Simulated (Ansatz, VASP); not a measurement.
# Two plane-wave programs on ZrSeBr2

File INCAR:

```
PREC = Accurate
ENCUT = 600
EDIFF = 1E-7
ISMEAR = 0
SIGMA = 0.1
LREAL = False
LASPH = True
NELM = 100
ALGO = Normal
ISIF = 3
LWAVE = False
LCHARG = False
GGA = PE
IBRION = 2
NSW = 100
EDIFFG = -0.01
```

File KPOINTS:

```
regular mesh
0
Gamma
  15 15 4
```

Contents of POSCAR:

```
ZrSeBr2
1.0
    3.4610298795      0.0000000000      0.0000000000
   -1.7305149398      2.9973397989      0.0000000000
    0.0000000000      0.0000000000     13.6703845112
Zr Se Br
1 1 2
Direct
    0.0000000000      0.0000000000      0.5000000000
    0.0000000000      0.0000000000      0.0000000000
    0.0000000000      0.0000000000      0.6805776863
    0.0000000000      0.0000000000      0.3194223137
```

Input for Ansatz:

```yaml
crystal:
  lattice:
    - [3.4610298795, 0.0, 0.0]
    - [-1.7305149398, 2.9973397989, 0.0]
    - [0.0, 0.0, 13.6703845112]
  atoms:
    - { symbol: Zr, position: [0.0, 0.0, 0.5] }
    - { symbol: Se, position: [0.0, 0.0, 0.0] }
    - { symbol: Br, position: [0.0, 0.0, 0.6805776863] }
    - { symbol: Br, position: [0.0, 0.0, 0.3194223137] }
basis:
  ecutwfc: 420
kpoints:
  mp_grid: { grid: [15, 15, 4] }
hamiltonian:
  xc: pbe
scf:
  occupations: { method: gaussian, width: 0.1 }
output:
  forces: true
  stress: true
  eigenvalues: true
relax:
  adjacent_minimum: "off"
  f_tol: 0.01
  max_steps: 80
  cell: { stress_tol: 0.05 }
```

Alike in both runs: task relaxation of cell and atoms; functional PBE; k mesh 15 × 15 × 4; occupations gaussian, width 0.1 eV; no spin polarisation.

|  | VASP | Ansatz |
| --- | --- | --- |
| version | VASP 6.6.1 | Ansatz 0.2.0 |
| potentials or method | VASP PAW PBE potentials, release 64 (Zr_sv, Se, Br) | scalar-relativistic, plane waves, PAW |
| plane-wave cutoff (eV) | 600 | 420 |
| valence electrons in the cell | 32 | 42 |

VASP gave:

| Quantity | Value |
| --- | --- |
| gap on the k mesh at the Fermi level, each at its own relaxed structure (eV) | none |
| relaxed volume (Å³/atom) | 35.51 |
| relaxed cell length with the largest relative difference (Å) | 13.686 |

Problem. What did Ansatz give for the same quantities?

Solution. gap on the k mesh at the Fermi level, each at its own relaxed structure (eV): none; relaxed volume (Å³/atom): 36.24; relaxed cell length with the largest relative difference (Å): 13.951.

A gap of «none» marks a metal or a gap that the smearing closes. The two sets of potentials don't hold the same shells in valence.

Caveats: this functional lacks dispersion, which binds the layers, so the pressure and a relaxed spacing across them are unreliable.
